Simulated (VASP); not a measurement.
# MgTe (space group P6_3mc): computed properties

Method: PBEsol GGA, VASP's PBE PAW potentials (set 64) (plane waves; VASP).

```yaml
space_group: P6_3mc (186)
cell: a = 4.570 Å, b = 4.570 Å, c = 7.387 Å, α = 90.00°, β = 90.00°, γ = 120.00°
volume_per_atom: 33.41 Å³/atom
band gap (over mesh and band path): 2.36 eV
smallest direct gap (over mesh and band path): 2.36 eV
hill_bulk_modulus: 36.5 GPa
hill_shear_modulus: 11.1 GPa
Poisson's ratio: 0.362
band_edge_character_without_spin_orbit_coupling: direct, Γ to Γ
band_gap_with_spin_orbit_coupling: 2.11 eV
density: 3.78 g/cm³
C11: 52.8 GPa
C12: 31.4 GPa
C13: 26.4 GPa
C33: 55.1 GPa
C44: 10.0 GPa
C66: 10.7 GPa
```

```
MgTe
1.0
    4.57028     0.00000     0.00000
   -2.28514     3.95798     0.00000
    0.00000     0.00000     7.38715
Mg Te
2 2
Direct
  0.33333   0.66667   0.00328
  0.66667   0.33333   0.50328
  0.33333   0.66667   0.38172
  0.66667   0.33333   0.88172
```

Unless said otherwise, spin-orbit coupling is left out, though it shifts the bands of the heavy elements here.

The structure comes from a measured MgTe entry (P6_3mc) of the Crystallography Open Database, whose conditions weren't checked. It was relaxed first. Symmetry was kept, so distortions that lower it aren't found.
